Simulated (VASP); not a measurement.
Level of theory: r2SCAN meta-GGA, VASP's PBE PAW potentials (set 64) (plane waves; VASP).

The input files of a VASP run:

**POSCAR**
```
SrO
3.6552320
  0.0000000000   0.7071066940   0.7071066940
  0.7071066940   0.0000000000   0.7071066940
  0.7071066940   0.7071066940   0.0000000000
Sr O
1 1
Cart
  0.0000000000   0.0000000000   0.0000000000
  0.7071066940   0.7071066940   0.7071066940
```

KPOINTS:
```
Automatic mesh
0
Gamma
11 11 11
0 0 0
```

INCAR:
```
SYSTEM = SrO
PREC = Accurate
ENCUT = 520
EDIFF = 1E-7
NELM = 100
ALGO = Normal
LREAL = .FALSE.
LASPH = .TRUE.
ISMEAR = 0
SIGMA = 0.01
METAGGA = R2SCAN
LMIXTAU = .TRUE.
LMAXMIX = 4
LWAVE = .FALSE.
LCHARG = .FALSE.
LOPTICS = .TRUE.
LPEAD = .TRUE.
NBANDS = 36
NEDOS = 1001
CSHIFT = 0.1
```

POTCAR, in this order: Sr_sv O (PBE.64 set). Program: vasp_std.

The resulting files:

OUTCAR:
```
 ion  position               nearest neighbor table
   1  0.000  0.000  0.000-   2 2.58   2 2.58   2 2.58   2 2.58   2 2.58   2 2.58
   2  0.500  0.500  0.500-   1 2.58   1 2.58   1 2.58   1 2.58   1 2.58   1 2.58
  LATTYP: Found a face centered cubic cell.
 ALAT       =     5.1692780310
 Subroutine PRICEL returns:
 Original cell was already a primitive cell.
 Subroutine GETGRP returns: Found 48 space group operations
The static configuration has the point symmetry O_h .
The dynamic configuration has the point symmetry O_h .
 Subroutine INISYM returns: Found 48 space group operations
 Subroutine IBZKPT returns following result:
 Found     56 irreducible k-points:

 Following reciprocal coordinates:
            Coordinates               Weight
  0.000000  0.000000  0.000000      1.000000
  0.090909  0.000000  0.000000      8.000000
  0.181818  0.000000  0.000000      8.000000
  0.272727  0.000000  0.000000      8.000000
  0.363636  0.000000  0.000000      8.000000
  0.454545  0.000000  0.000000      8.000000
  0.090909  0.090909  0.000000      6.000000
  0.181818  0.090909  0.000000     24.000000
  0.272727  0.090909  0.000000     24.000000
  0.363636  0.090909  0.000000     24.000000
  0.454545  0.090909  0.000000     24.000000
 -0.454545  0.090909  0.000000     24.000000
 -0.363636  0.090909  0.000000     24.000000
 -0.272727  0.090909  0.000000     24.000000
 -0.181818  0.090909  0.000000     24.000000
 -0.090909  0.090909  0.000000     12.000000
  0.181818  0.181818  0.000000      6.000000
  0.272727  0.181818  0.000000     24.000000
  0.363636  0.181818  0.000000     24.000000
  0.454545  0.181818  0.000000     24.000000
 -0.454545  0.181818  0.000000     24.000000
 -0.363636  0.181818  0.000000     24.000000
 -0.272727  0.181818  0.000000     24.000000
 -0.181818  0.181818  0.000000     12.000000
  0.272727  0.272727  0.000000      6.000000
  0.363636  0.272727  0.000000     24.000000
  0.454545  0.272727  0.000000     24.000000
 -0.454545  0.272727  0.000000     24.000000
 -0.363636  0.272727  0.000000     24.000000
 -0.272727  0.272727  0.000000     12.000000
  0.363636  0.363636  0.000000      6.000000
  0.454545  0.363636  0.000000     24.000000
 -0.454545  0.363636  0.000000     24.000000
 -0.363636  0.363636  0.000000     12.000000
  0.454545  0.454545  0.000000      6.000000
 -0.454545  0.454545  0.000000     12.000000
  0.272727  0.181818  0.090909     24.000000
  0.363636  0.181818  0.090909     48.000000
  0.454545  0.181818  0.090909     48.000000
 -0.454545  0.181818  0.090909     48.000000
 Subroutine IBZKPT_HF returns following result:
   k-points           NKPTS =     56   k-points in BZ     NKDIM =     56   number of bands    NBANDS=     36
   number of dos      NEDOS =   1001   number of ions     NIONS =      2
   total plane-waves  NPLWV =  21952
   dimension x,y,z NGX =    28 NGY =   28 NGZ =   28
   dimension x,y,z NGXF=    56 NGYF=   56 NGZF=   56
   ions per type =               1   1
   PREC   = accura    normal or accurate (medium, high low for compatibility)
   ISTART =      0    job   : 0-new  1-cont  2-samecut
   ICHARG =      2    charge: 1-file 2-atom 10-const
   ISPIN  =      1    spin polarized calculation?
   LNONCOLLINEAR =      F non collinear calculations
   LSORBIT =      F    spin-orbit coupling
   INIWAV =      1    electr: 0-lowe 1-rand  2-diag
   ENCUT  =  520.0 eV  38.22 Ry    6.18 a.u.   6.80  6.80  6.80*2*pi/ulx,y,z
   NELM   =    100;   NELMIN=  2; NELMDL= -5     # of ELM steps
   EDIFF  = 0.1E-06   stopping-criterion for ELM
   LREAL  =      F    real-space projection
   NLSPLINE    = F    spline interpolate recip. space projectors
...
```

**OSZICAR**
```
       N       E                     dE             d eps       ncg     rms          rms(c)
DAV:   1     0.656494240757E+02    0.65649E+02   -0.67833E+03  4032   0.440E+02
DAV:   2    -0.318252518976E+02   -0.97475E+02   -0.91983E+02  4984   0.147E+02
DAV:   3    -0.346924150541E+02   -0.28672E+01   -0.28340E+01  5224   0.203E+01
DAV:   4    -0.347173515636E+02   -0.24937E-01   -0.24928E-01  4748   0.188E+00
DAV:   5    -0.347174148930E+02   -0.63329E-04   -0.63327E-04  4708   0.877E-02    0.160E+01
DAV:   6    -0.268576935998E+02    0.78597E+01   -0.91720E-01  6412   0.703E+00    0.148E+01
DAV:   7    -0.268451972224E+02    0.12496E-01   -0.46292E-01  4292   0.293E+00    0.866E+00
DAV:   8    -0.279648600712E+02   -0.11197E+01   -0.38651E-01  4620   0.317E+00    0.120E+00
DAV:   9    -0.267318968567E+02    0.12330E+01   -0.22395E-01  4620   0.274E+00    0.551E-01
DAV:  10    -0.270537134515E+02   -0.32182E+00   -0.76936E-02  4084   0.151E+00    0.313E-01
DAV:  11    -0.270540451696E+02   -0.33172E-03   -0.46044E-03  5284   0.341E-01    0.199E-01
DAV:  12    -0.270505242048E+02    0.35210E-02   -0.34837E-03  4244   0.309E-01    0.168E-01
DAV:  13    -0.270560844927E+02   -0.55603E-02   -0.56535E-03  4132   0.382E-01    0.801E-02
DAV:  14    -0.270560833604E+02    0.11323E-05   -0.40304E-05  5132   0.266E-02    0.877E-02
DAV:  15    -0.270561534768E+02   -0.70116E-04   -0.21789E-05  4252   0.248E-02    0.118E-01
DAV:  16    -0.270561582721E+02   -0.47953E-05   -0.49193E-05  4244   0.490E-02    0.338E-02
DAV:  17    -0.270561623988E+02   -0.41266E-05   -0.10374E-05  5008   0.135E-02    0.302E-02
DAV:  18    -0.270561664295E+02   -0.40307E-05   -0.28822E-07  4400   0.296E-03    0.265E-02
DAV:  19    -0.270561804027E+02   -0.13973E-04   -0.47011E-06  4264   0.122E-02    0.366E-02
DAV:  20    -0.270561814554E+02   -0.10527E-05   -0.12386E-06  4648   0.539E-03    0.320E-02
DAV:  21    -0.270561830234E+02   -0.15680E-05   -0.15510E-07  4392   0.198E-03    0.300E-02
DAV:  22    -0.270561838554E+02   -0.83196E-06   -0.18921E-07  4176   0.234E-03    0.180E-02
DAV:  23    -0.270561837811E+02    0.74267E-07   -0.12069E-07  4204   0.242E-03
   1 F= -.27056184E+02 E0= -.27056184E+02  d E =-.735067E-17
 imaginary and real dielectric function
```

OUTCAR:
```
------------------------ aborting loop because EDIFF is reached ----------------------------------------
  FORCE on cell =-STRESS in cart. coord.  units (eV):
  Direction    XX          YY          ZZ          XY          YZ          ZX
  --------------------------------------------------------------------------------------
  Total        0.0036858      0.0036858      0.0036858     -0.0000000     -0.0000000      0.0000000
  in kB        0.1710070      0.1710070      0.1710070     -0.0000000     -0.0000000      0.0000000
  external PRESSURE =       0.1710070 kB  Pullay stress =       0.0000000 kB
  volume of cell :       34.53
      direct lattice vectors                 reciprocal lattice vectors
     0.000000000  2.584639016  2.584639016    -0.193450612  0.193450612  0.193450612
     2.584639016  0.000000000  2.584639016     0.193450612 -0.193450612  0.193450612
     2.584639016  2.584639016  0.000000000     0.193450612  0.193450612 -0.193450612
  FREE ENERGIE OF THE ION-ELECTRON SYSTEM (eV)
  ---------------------------------------------------
  free  energy   TOTEN  =       -27.0561837811 eV

  energy  without entropy=      -27.0561837811  energy(sigma->0) =      -27.05618378

 plasma frequency squared (from intraband transitions) (eV^2)
  --------------------------------------------------------------------------------------
       0.000       0.000       0.000
       0.000       0.000       0.000
       0.000       0.000       0.000

 plasma frequency squared (from interband transitions, int dw w eps(2)(w)) (eV^2)
  --------------------------------------------------------------------------------------
     546.482       0.000       0.000      -0.000      -0.000      -0.000
       0.000       0.000     546.482       0.000      -0.000      -0.000
      -0.000       0.000      -0.000       0.000     546.482       0.000
```
(Selected blocks of OUTCAR.)

The compound is SrO in the rock salt structure. It was relaxed first.
